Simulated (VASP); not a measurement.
Input:

```yaml
crystal:
  lattice:
    - [3.58647, 0.00000, 0.00000]
    - [0.00000, 3.58647, 0.00000]
    - [0.00000, 0.00000, 10.15932]
  atoms:
    - { symbol: Zn, position: [0.00000, 0.00000, 0.00000] }
    - { symbol: Zn, position: [0.50000, 0.50000, 0.50000] }
    - { symbol: Cl, position: [0.50000, 0.00000, 0.13255] }
    - { symbol: Cl, position: [0.50000, 0.00000, 0.63255] }
    - { symbol: Cl, position: [0.00000, 0.50000, 0.36745] }
    - { symbol: Cl, position: [0.00000, 0.50000, 0.86745] }
```

Level of theory: LDA (Ceperley-Alder, Perdew-Zunger), VASP's LDA PAW potentials (set 64) (plane waves; VASP 6.6.1). Run with 400 eV cut-off, 7×7×3 Γ-centred mesh, tetrahedra with Blöchl corrections, potentials Zn Cl.

**Question.** Predict the energy per atom (σ→0), band gap (on the k-mesh) with the smallest direct gap where there is one.

**Answer.** 
| Property | Result |
|---|---|
| band gap (on the k-mesh) | 3.66 eV |
| smallest direct gap (on the k-mesh) | 3.66 eV |
| energy per atom (σ→0) | -3.248 eV/atom |

Total energies compare only between runs with the same potentials, cut-off and functional.

The structure comes from a computed database's ZnCl2 entry (P4_2/nmc); how it stands against other phases isn't given here. It was relaxed first, which changed the volume by -12 %.
